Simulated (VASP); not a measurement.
All values below come from RPBE GGA, VASP's PBE PAW potentials (set 64) (plane waves; VASP 6.6.1).

VASP input:

File POSCAR:
```
WSe2
1
    1.6748800799    -2.9009770525     0.0000000000
    1.6748800799     2.9009770525     0.0000000000
    0.0000000000     0.0000000000    17.0911378664
W Se
2 4
Direct
  0.3333330000   0.6666670000   0.2500000000
  0.6666670000   0.3333330000   0.7500000000
  0.3333330000   0.6666670000   0.8482794917
  0.6666670000   0.3333330000   0.3482794917
  0.6666670000   0.3333330000   0.1517205083
  0.3333330000   0.6666670000   0.6517205083
```

**KPOINTS**
```
Automatic mesh
0
Gamma
9 9 2
0 0 0
```

**INCAR**
```
SYSTEM = WSe2
PREC = Accurate
ENCUT = 520
EDIFF = 1E-7
NELM = 100
ALGO = Normal
LREAL = .FALSE.
LASPH = .TRUE.
ISMEAR = -5
GGA = RP
LMAXMIX = 6
LWAVE = .FALSE.
LCHARG = .TRUE.
LORBIT = 11
NEDOS = 601
ISIF = 2
LEFG = .TRUE.
```

POTCAR, in this order: W_sv Se (PBE.64 set). Program: vasp_std.

Without a dispersion term in the relaxation, distances and binding between the weakly bound layers, chains or molecules are unreliable, and so is what depends on them. Unless said otherwise, spin-orbit coupling is left out, though it shifts the bands of the heavy elements here.

Task: What does the run give for the energy per atom (σ→0), band gap (on the k-mesh)?

Result: 
```
Item                              Result
------------------------  --------------
energy per atom (σ→0)     -6.812 eV/atom
band gap (on the k-mesh)         1.46 eV
```

### OSZICAR
```
...
DAV:  11    -0.408729804761E+02    0.45192E-03   -0.22300E-03  1755   0.311E-01    0.162E-01
DAV:  12    -0.408728022170E+02    0.17826E-03   -0.29025E-04  1861   0.947E-02    0.725E-02
DAV:  13    -0.408726819947E+02    0.12022E-03   -0.25003E-04  1807   0.833E-02    0.116E-02
DAV:  14    -0.408726751750E+02    0.68197E-05   -0.19620E-05  1962   0.259E-02    0.316E-03
DAV:  15    -0.408726748317E+02    0.34327E-06   -0.18211E-06  1636   0.715E-03    0.344E-03
DAV:  16    -0.408726749998E+02   -0.16804E-06   -0.35452E-07  1546   0.388E-03    0.972E-04
DAV:  17    -0.408726749849E+02    0.14856E-07   -0.28327E-08  1220   0.114E-03
   1 F= -.40872675E+02 E0= -.40872675E+02  d E =0.000000E+00
```

The compound is WSe2 in the 2H layered structure. It was relaxed first, which changed the volume by +38 %.
